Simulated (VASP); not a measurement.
# AlB2Sb3 (I-4m2) in VASP: a series of runs

Runs on AlB2Sb3. Level: PBE. Tasks: relaxation of cell and atoms.

Program: VASP 6.6.1. These are calculated values, not measurements. Logs are shortened: lines on timing, memory, paths and dates and some standing lists are left out, and cuts for length are marked.

## (1) Starting point

The structure is tetragonal, space group I-4m2 (No. 119). Conventional cell: a = 3.924 Å, b = 3.924 Å, c = 17.144 Å, α = 90.00°, β = 90.00°, γ = 90.00°. Al (site symmetry -4m2) is surrounded by 4 Sb at 2.62 Å. B (site symmetry 2mm) is surrounded by 4 Sb at 2.34 Å. Sb (site symmetry 2mm) has 2 B at 2.34 Å and 2 Al at 2.62 Å as nearest neighbours. Sb (site symmetry -4m2) has 4 B at 2.34 Å as nearest neighbours.

The cell was built by a generator and needn't be a form met in nature.

## (2) Relaxation of cell and atoms, PBE

INCAR

```
  ALGO = Normal
  EDIFF = 1E-6
  EDIFFG = -0.01
  ENCUT = 520
  GGA = PE
  IBRION = 2
  ISIF = 3
  ISMEAR = 0
  KPAR = 4
  LASPH = True
  LCHARG = False
  LREAL = False
  LWAVE = False
  NELM = 120
  NSW = 90
  PREC = Accurate
  SIGMA = 0.1
```

KPOINTS

```
k-points
0
Gamma
  10 10 10
```

POSCAR

```
AlB2Sb3
1.0
   -1.9620000000      1.9620000000      8.5720000000
    1.9620000000     -1.9620000000      8.5720000000
    1.9620000000      1.9620000000     -8.5720000000
Al B Sb
1 2 3
Direct
    0.0000000000      0.0000000000      0.0000000000
    0.6759216100      0.6759216100      0.0000000000
    0.3240783900      0.3240783900      0.0000000000
    0.1010266000      0.6010266000      0.5000000000
    0.3989734000      0.8989734000      0.5000000000
    0.7500000000      0.2500000000      0.5000000000
```

Potentials or basis: VASP PAW PBE potentials, release 64 (Al, B, Sb).

Launch:

```console
$ cat potpaw_PBE.64/Al/POTCAR potpaw_PBE.64/B/POTCAR potpaw_PBE.64/Sb/POTCAR > POTCAR
$ mpirun -np 4 vasp_std > vasp.out
```

OUTCAR:

```text
EDIFF = 1E-6
   EDIFFG = -0.01
   ENCUT = 520
   GGA = PE
   IBRION = 2
   ISIF = 3
   ISMEAR = 0
   LASPH = True
   LREAL = False
   NELM = 120
   NSW = 90
   PREC = Accurate

 ion  position               nearest neighbor table
   1  0.000  0.000  0.000-   4 2.62   5 2.62   4 2.62   5 2.62
   2  0.676  0.676  0.000-   6 2.34   6 2.34   4 2.34   4 2.34
   3  0.324  0.324  0.000-   6 2.34   6 2.34   5 2.34   5 2.34
   4  0.101  0.601  0.500-   2 2.34   2 2.34   1 2.62   1 2.62   6 3.77   6 3.77   6 3.77   6 3.77

   5  0.399  0.899  0.500-   3 2.34   3 2.34   1 2.62   1 2.62   6 3.77   6 3.77   6 3.77   6 3.77

   6  0.750  0.250  0.500-   3 2.34   2 2.34   3 2.34   2 2.34   4 3.77   5 3.77   5 3.77   5 3.77
                             4 3.77   5 3.77   4 3.77   4 3.77

  LATTYP: Found a body centered tetragonal cell.
 ALAT       =     3.9240000000
 C/A-ratio  =     4.3690112130

  Lattice vectors:

 A1 = (  -1.9620000000,   1.9620000000,   8.5720000000)
 A2 = (   1.9620000000,  -1.9620000000,   8.5720000000)
 A3 = (   1.9620000000,   1.9620000000,  -8.5720000000)

Analysis of symmetry for initial positions (statically):
=====================================================================
 Subroutine PRICEL returns:
 Original cell was already a primitive cell.

 Routine SETGRP: Setting up the symmetry group for a
 body centered tetragonal supercell.

 Subroutine GETGRP returns: Found  8 space group operations
 (whereof  8 operations were pure point group operations)
 out of a pool of 16 trial point group operations.

The static configuration has the point symmetry D_2d.

Analysis of symmetry for dynamics (positions and initial velocities):
=====================================================================
 Subroutine PRICEL returns:
 Original cell was already a primitive cell.

 Routine SETGRP: Setting up the symmetry group for a
 body centered tetragonal supercell.

 Subroutine GETGRP returns: Found  8 space group operations
 (whereof  8 operations were pure point group operations)
 out of a pool of 16 trial point group operations.

The dynamic configuration has the point symmetry D_2d.

 Subroutine INISYM returns: Found  8 space group operations
 (whereof  8 operations are pure point group operations),
 and found     1 'primitive' translations

----------------------------------------------------------------------------------------

                                     Primitive cell

  volume of cell :     131.9897

  direct lattice vectors                    reciprocal lattice vectors
    -1.962000000  1.962000000  8.572000000     0.000000000  0.254841998  0.058329445
     1.962000000 -1.962000000  8.572000000     0.254841998  0.000000000  0.058329445
     1.962000000  1.962000000 -8.572000000     0.254841998  0.254841998  0.000000000

  length of vectors
     9.009887458  9.009887458  9.009887458     0.261432148  0.261432148  0.360401010

  position of ions in fractional coordinates (direct lattice)
     0.000000000  0.000000000  0.000000000
     0.675921610  0.675921610  0.000000000
     0.324078390  0.324078390  0.000000000
     0.101026600  0.601026600  0.500000000
     0.398973400  0.898973400  0.500000000
     0.750000000  0.250000000  0.500000000

  ion indices of the primitive-cell ions
   primitive index   ion index
                 1           1
                 2           2
                 3           3
                 4           4
                 5           5
                 6           6

----------------------------------------------------------------------------------------

 KPOINTS: k-points

Automatic generation of k-mesh.
 Grid dimensions read from file:
 generate k-points for:   10   10   10

 Generating k-lattice:

  Cartesian coordinates                     Fractional coordinates (reciprocal lattice)
     0.000000000  0.025484200  0.005832944     0.100000000 -0.000000000  0.000000000
     0.025484200  0.000000000  0.005832944    -0.000000000  0.100000000  0.000000000
     0.025484200  0.025484200  0.000000000     0.000000000  0.000000000  0.100000000

  Length of vectors
     0.026143215  0.026143215  0.036040101

  Shift w.r.t. Gamma in fractional coordinates (k-lattice)
     0.000000000  0.000000000  0.000000000

 Subroutine IBZKPT returns following result:
 ===========================================

 Found    102 irreducible k-points:

 Following reciprocal coordinates:
            Coordinates               Weight
  0.000000  0.000000  0.000000      1.000000
  0.100000  0.000000 -0.000000      8.000000
  0.200000  0.000000 -0.000000      8.000000
  0.300000  0.000000  0.000000      8.000000
  0.400000 -0.000000  0.000000      8.000000
  0.500000  0.000000 -0.000000      4.000000
[... 16 lines left out ...]
  0.300000  0.300000 -0.000000      8.000000
  0.400000  0.300000 -0.000000     16.000000
 [... further k-points ...]
   k-points           NKPTS =    102   k-points in BZ     NKDIM =    102   number of bands    NBANDS=     16
   number of dos      NEDOS =    301   number of ions     NIONS =      6
   total plane-waves  NPLWV = 343000
   dimension x,y,z NGX =    70 NGY =   70 NGZ =   70
   dimension x,y,z NGXF=   140 NGYF=  140 NGZF=  140
   ions per type =               1   2   3
   NGX,Y,Z   is equivalent  to a cutoff of  12.92, 12.92, 12.92 a.u.
   NGXF,Y,Z  is equivalent  to a cutoff of  25.83, 25.83, 25.83 a.u.
 SYSTEM =  unknown system
   PREC   = accura    normal or accurate (medium, high low for compatibility)
   ISTART =      0    job   : 0-new  1-cont  2-samecut
   ICHARG =      2    charge: 1-file 2-atom 10-const
   ISPIN  =      1    spin polarized calculation?
   LNONCOLLINEAR =      F non collinear calculations
   LSORBIT =      F    spin-orbit coupling
   LASPH  =      T    aspherical Exc in radial PAW
   ENCUT  =  520.0 eV  38.22 Ry    6.18 a.u.  16.75 16.75 16.75*2*pi/ulx,y,z
   NELM   =    120;   NELMIN=  2; NELMDL= -5     # of ELM steps
   EDIFF  = 0.1E-05   stopping-criterion for ELM
   LREAL  =      F    real-space projection
   EDIFFG = -.1E-01   stopping-criterion for IOM
   NSW    =     90    number of steps for IOM
   IBRION =      2    ionic relax: 0-MD 1-quasi-New 2-CG
   NFREE  =      1    steps in history (QN), initial steepest desc. (CG)
   ISIF   =      3    stress and relaxation
   ISYM   =      2    0-nonsym 1-usesym 2-fastsym
   POTIM  = 0.5000    time-step for ionic-motion
   TEBEG  =    0.0;   TEEND  =   0.0 temperature during run
   PSTRESS=    0.0 pullay stress
   NELECT =      24.0000    total number of electrons
   NUPDOWN=      -1.0000    fix difference up-down
   EMIN   =  10.00;   EMAX   =-10.00  energy-range for DOS
   EFERMI =   0.00;   METHOD = LEGACY
   ISMEAR =     0;   SIGMA  =   0.10  broadening in eV -4-tet -1-fermi 0-gaus
   EFERMI_NEDOS =   21; number of points for ismear=-14 and -15
   IALGO  =     38    algorithm
   IMIX   =      4    mixing-type and parameters
     AMIX     =   0.40;   BMIX     =  1.00
     AMIX_MAG =   1.60;   BMIX_MAG =  1.00
  volume/ion in A,a.u.               =      22.00       148.45
  Fermi-wavevector in a.u.,A,eV,Ry     =   0.927467  1.752659 11.703667  0.860195
  Thomas-Fermi vector in A             =   2.053540
   LORBIT       =      0    0 simple, 1 ext, 2 COOP (PROOUT), +10 PAW based schemes
   GGA     = PE    functional components
   LHFCALC =     F    Hartree Fock is set to
   AEXX    =    0.0000 exact exchange contribution
   IVDW    =     0    specifies the selected vdW correction
   LEPSILON=     F    determine dielectric tensor
   LRPA    =     F    only Hartree local field effects (RPA)
 conjugate gradient relaxation of ions
 non-spin polarized calculation
 Gauss-broadening in eV      SIGMA  =   0.10
  energy-cutoff  :      520.00
  volume of cell :      131.99
 maximum number of plane-waves:      3592
 NGX is ok and might be reduce to    70
   NGX = 33   NGY = 33   NGZ = 33

--------------------------------------- Ionic step        1  -------------------------------------------

 number of electron      24.0000000 magnetization

 Free energy of the ion-electron system (eV)
  ---------------------------------------------------
  ext. energy  EPLUGINS =         0.00000000
  ---------------------------------------------------
  free energy    TOTEN  =       -27.52640804 eV

  energy without entropy =      -27.52635061  energy(sigma->0) =      -27.52637933

------------------------ aborting loop because EDIFF is reached ----------------------------------------

  FORCE on cell =-STRESS in cart. coord.  units (eV):
  Direction    XX          YY          ZZ          XY          YZ          ZX
  --------------------------------------------------------------------------------------
  -------------------------------------------------------------------------------------
  Total        0.0308516      0.0308516      0.1335394      0.0000000      0.0000000      0.0000000
  in kB        0.3744968      0.3744968      1.6209881      0.0000000      0.0000000      0.0000000
  external PRESSURE =       0.7899939 kB  Pullay stress =       0.0000000 kB
[... 105 lines left out ...]
  energy  without entropy=      -27.5264434174  energy(sigma->0) =      -27.52647101

--------------------------------------- Ionic step        4  -------------------------------------------

 number of electron      24.0000000 magnetization

 Free energy of the ion-electron system (eV)
  ---------------------------------------------------
  ext. energy  EPLUGINS =         0.00000000
  ---------------------------------------------------
  free energy    TOTEN  =       -27.52653473 eV

  energy without entropy =      -27.52648091  energy(sigma->0) =      -27.52650782

 E-fermi :   6.8184     XC(G=0):  -9.4283

 val. band max:        6.6799342244   @ k =   0.0000   0.0000   0.0000
 cond. band min:       6.9257125096   @ k =   0.0000   0.0000   0.0000
 fundamental gap:      0.2457782852
 Fermi energy:         6.8183558879

 k-point     1 :       0.0000    0.0000    0.0000
  band No.  band energies     occupation
      1      -6.2796      2.00000
      2      -4.6690      2.00000
      3      -3.9104      2.00000
      4       0.7964      2.00000
      5       1.2665      2.00000
      6       3.0786      2.00000
[... 8 lines left out ...]
     15       7.8103      0.00000
     16       8.2303      0.00000
[... 420 lines left out ...]
  band No.  band energies     occupation
      1      -4.2466      2.00000
      2      -3.5707      2.00000
      3      -3.1066      2.00000
      4      -0.8035      2.00000
      5      -0.1363      2.00000
      6       1.0202      2.00000
[... 8 lines left out ...]
     15       8.7919      0.00000
     16       9.5160      0.00000

 [... further k-points ...]

------------------------ aborting loop because EDIFF is reached ----------------------------------------

  FORCE on cell =-STRESS in cart. coord.  units (eV):
  Direction    XX          YY          ZZ          XY          YZ          ZX
  --------------------------------------------------------------------------------------
  -------------------------------------------------------------------------------------
  Total       -0.0220746     -0.0220746     -0.0224976      0.0000000      0.0000000      0.0000000
  in kB       -0.2676184     -0.2676184     -0.2727473      0.0000000      0.0000000      0.0000000
  external PRESSURE =      -0.2693280 kB  Pullay stress =       0.0000000 kB
[... 21 lines left out ...]
  FREE ENERGIE OF THE ION-ELECTRON SYSTEM (eV)
  ---------------------------------------------------
  free  energy   TOTEN  =       -27.5265347278 eV

  energy  without entropy=      -27.5264809104  energy(sigma->0) =      -27.52650782

 reached required accuracy - stopping structural energy minimisation
```

Run time: 8.6 min. Hardware: 4 MPI ranks of Intel Xeon 6975P-C (Granite Rapids), shared host; peak memory 0.92 GiB.

What came out:

| Quantity | Value |
| --- | --- |
| Free energy | -27.5265 eV |
| Relaxed volume | 22.03 Å³/atom |
| Relaxed cell | a = 9.021 Å, b = 9.021 Å, c = 9.021 Å, α = 154.88°, β = 154.88°, γ = 35.83° |
| Space group after relaxing (to 0.05 Å) | I-4m2 (No. 119) |
| Energy gained by relaxing | 0.0 meV/atom |
| Ionic steps | 4 |
| Pressure after relaxing | 0.0 GPa |
| Largest force after relaxing | 0.006 eV/Å |
| Band gap on the k mesh | 0.25 eV, direct |

Forces on the atoms (eV/Å):
```
Al   0.000  0.000  0.000
B    0.000  0.000 -0.006
B    0.000  0.000  0.006
Sb   0.000  0.000 -0.003
Sb   0.000  0.000  0.003
Sb   0.000  0.000  0.000
```

Step by step:
```
step  energy change (eV)  largest force (eV/Å)  pressure (GPa)  volume (Å³)
   1              0.0000                0.0156            0.08       131.99
   2             -0.0001                0.0106           -0.03       132.20
   3             -0.0001                0.0104           -0.04       132.20
   4             -0.0001                0.0064           -0.03       132.16
```

Final structure:
```cif
data_structure
_symmetry_space_group_name_H-M 'P 1'
_symmetry_Int_Tables_number 1
_cell_length_a 9.0208
_cell_length_b 9.0208
_cell_length_c 9.0208
_cell_angle_alpha 154.877
_cell_angle_beta 154.877
_cell_angle_gamma 35.826
_cell_volume 132.16
loop_
_atom_site_label
_atom_site_type_symbol
_atom_site_fract_x
_atom_site_fract_y
_atom_site_fract_z
_atom_site_occupancy
Al1 Al 0.00000 0.00000 0.00000 1
B1 B 0.67584 0.67584 0.00000 1
B2 B 0.32416 0.32416 0.00000 1
Sb1 Sb 0.10094 0.60094 0.50000 1
Sb2 Sb 0.39906 0.89906 0.50000 1
Sb3 Sb 0.75000 0.25000 0.50000 1
```

Caveat: spin-orbit coupling is left out, which moves the levels of the heavy elements. As with any semilocal functional, this PBE gap is likely too small.

(Part 1 of 2 ends here.)
